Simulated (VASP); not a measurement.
Consider the following.

```
Fe
1.0
   -1.41716     1.41716     1.41716
    1.41716    -1.41716     1.41716
    1.41716     1.41716    -1.41716
Fe
1
Direct
  0.00000   0.00000   0.00000
```
Starting moments (μB, in the order of the record's atoms Fe): 2.3.

These are RPBE GGA, VASP's PBE PAW potentials (set 64) (plane waves; VASP 6.6.1) values and carry that method's errors. Run with 520 eV cut-off, 18×18×18 Γ-centred mesh, first-order Methfessel-Paxton smearing of 0.10 eV, potentials Fe.

**Question.** Give the stress tensor in GPa (positive for a compressed cell).

**Answer.** 
```
4.58  0.00  0.00
0.00  4.58  0.00
0.00  0.00  4.58
```
The pressure is its mean diagonal, 4.58 GPa.

The compound is Fe in the bcc structure. This cell is one point of a volume scan, at 0.97 of the reference volume.
